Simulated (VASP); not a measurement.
Here is a VASP 6.6.1 calculation.

POSCAR

```
Sr
1.0
    4.3100002206      0.0000000000      0.0000000000
   -2.1550001103      3.7325696815      0.0000000000
    0.0000000000      0.0000000000     22.0500000000
Sr
3
Direct
    0.3333333333      0.6666666666      0.3401360544
    0.6666666667      0.3333333334      0.5000000000
    0.3333333333      0.6666666666      0.6598639456
```

The input INCAR.step1:

```
PREC = Accurate
ENCUT = 520
EDIFF = 1E-6
ISMEAR = -1
SIGMA = 0.05
LREAL = F
LASPH = T
NELM = 100
ALGO = Normal
ISIF = 2
LWAVE = F
LCHARG = T
LDIPOL = T
IDIPOL = 3
DIPOL = 0.5 0.5 0.500
```

Contents of KPOINTS.step1:

```
Automatic mesh
0
Monkhorst-Pack
  5 5 1
```

The input INCAR.step2:

```
PREC = Accurate
ENCUT = 520
EDIFF = 1E-6
ISMEAR = 0
SIGMA = 0.05
LREAL = F
LASPH = T
NELM = 100
ALGO = Normal
ISIF = 2
LWAVE = F
LCHARG = F
LDIPOL = T
IDIPOL = 3
DIPOL = 0.5 0.5 0.500
ICHARG = 11
```

The input KPOINTS.step2:

```
path GMKGALHA,LM,KH
15
line-mode
reciprocal
 0.0000000000  0.0000000000  0.0000000000  G
 0.5000000000  0.0000000000  0.0000000000  M

 0.5000000000  0.0000000000  0.0000000000  M
 0.3333333333  0.3333333333  0.0000000000  K

 0.3333333333  0.3333333333  0.0000000000  K
 0.0000000000  0.0000000000  0.0000000000  G

 0.0000000000  0.0000000000  0.0000000000  G
 0.0000000000  0.0000000000  0.5000000000  A

 0.0000000000  0.0000000000  0.5000000000  A
 0.5000000000  0.0000000000  0.5000000000  L

 0.5000000000  0.0000000000  0.5000000000  L
 0.3333333333  0.3333333333  0.5000000000  H

 0.3333333333  0.3333333333  0.5000000000  H
 0.0000000000  0.0000000000  0.5000000000  A

 0.5000000000  0.0000000000  0.5000000000  L
 0.5000000000  0.0000000000  0.0000000000  M

 0.3333333333  0.3333333333  0.0000000000  K
 0.3333333333  0.3333333333  0.5000000000  H
```

Potentials or basis: VASP PAW LDA potentials, release 64 (Sr_sv).

The run is started by

```sh
$ cat potpaw_LDA.64/Sr_sv/POTCAR > POTCAR
$ cp INCAR.step1 INCAR
$ cp KPOINTS.step1 KPOINTS
$ mpirun -np 1 vasp_std > vasp.out
$ cp INCAR.step2 INCAR
$ cp KPOINTS.step2 KPOINTS
$ mpirun -np 1 vasp_std > vasp.out
```

(1) What does it give for the band gap on the k mesh?

## Answers

(1) 0.37 eV, indirect (least direct gap 0.53 eV).

Caveat: the log is that of the step along the path at fixed density, whose energy, stress, charges and moments have no meaning.
